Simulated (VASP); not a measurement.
RbCl (rock salt): the lattice constant a from VASP (plane waves, PAW) at several levels of theory. Static lattice.

| level | lattice constant a (Å) |
|---|---|
| LDA | 6.385 |
| PBE | 6.704 |
| PBEsol | 6.550 |
| PBE-D4 | 6.634 |
| HSEsol | 6.548 |

The cell of the LDA run:

Space group Fm-3m (No. 225); a = b = c = 6.3850 Å, α = β = γ = 90.00°

```tsv
atom	site	symmetry	x	y	z
Rb	4a	m-3m	0.0000	0.0000	0.0000
Cl	4b	m-3m	0.5000	0.5000	0.5000
```
(The calculation used a cell of 2 atoms; values per cell refer to that cell.)

Only levels that ran to the end are used. Left out are those held back, those with too coarse a band path, GW runs whose mesh misses a band edge, hybrids' fits of cells that aren't cubic and levels without matching references; a question may draw on a part of the rest.

The compound is RbCl in the rock salt structure.
